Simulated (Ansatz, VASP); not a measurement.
Two plane-wave programs on Sr3Sc

File INCAR:

```
SYSTEM = Sr3Sc
ALGO = Normal
EDIFF = 1E-7
ENCUT = 520
GGA = PE
ISIF = 2
ISMEAR = -1
LASPH = .True.
LCHARG = .False.
LREAL = .False.
LWAVE = .False.
NBANDS = 28
NELM = 80
PREC = Accurate
SIGMA = 0.05
```

The input KPOINTS:

```
k-points
0
Gamma
  7 7 7
  0 0 0
```

Contents of POSCAR:

```
Sr3Sc
1.0
   -2.8179174736      2.8179174736      5.8628799169
    2.8179174736     -2.8179174736      5.8628799169
    2.8179174736      2.8179174736     -5.8628799169
Sr Sc
3 1
Direct
    0.5000000000      0.5000000000      0.0000000000
    0.2500000000      0.7500000000      0.5000000000
    0.7500000000      0.2500000000      0.5000000000
    0.0000000000      0.0000000000      0.0000000000
```

input.yaml

```yaml
crystal:
  lattice:
    - [-2.8179174736, 2.8179174736, 5.8628799169]
    - [2.8179174736, -2.8179174736, 5.8628799169]
    - [2.8179174736, 2.8179174736, -5.8628799169]
  atoms:
    - { symbol: Sr, position: [0.5, 0.5, 0.0] }
    - { symbol: Sr, position: [0.25, 0.75, 0.5] }
    - { symbol: Sr, position: [0.75, 0.25, 0.5] }
    - { symbol: Sc, position: [0.0, 0.0, 0.0] }
hamiltonian:
  xc: pbe
  pseudopotentials: { kind: paw }
kpoints:
  mp_grid: { grid: [7, 7, 7] }
scf:
  occupations: { method: fermi_dirac, width: 0.05 }
output:
  forces: true
  stress: true
  eigenvalues: true
  write_density: true
  write_potential: true
  elf: true
  volumetric_format: npy
```

Change from the starting cell: volume scaled by 1.04.

Alike in both runs: task single point; functional PBE; k mesh 7 × 7 × 7; occupations fermi-dirac, width 0.05 eV; no spin polarisation.

```csv
,VASP,Ansatz
version,VASP 6.6.1,Ansatz 0.2.0
potentials or method,"VASP PAW PBE potentials, release 64 (Sr_sv, Sc_sv)",Ansatz PAW
plane-wave cutoff (eV),520,420
valence electrons in the cell,41,41
```

|  | VASP | Ansatz | Ansatz less VASP |
| --- | --- | --- | --- |
| gap on the k mesh at the Fermi level (eV) | none | none | - |
| pressure (GPa) | -0.6 | -0.6 | 0.00 |
| largest component of the traceless stress (GPa) | 0.23 | 0.22 | 0.000 |

A gap of «none» marks a metal or a gap that the smearing closes. With one functional, cell and mesh, what is left measures potentials, basis and numerics.
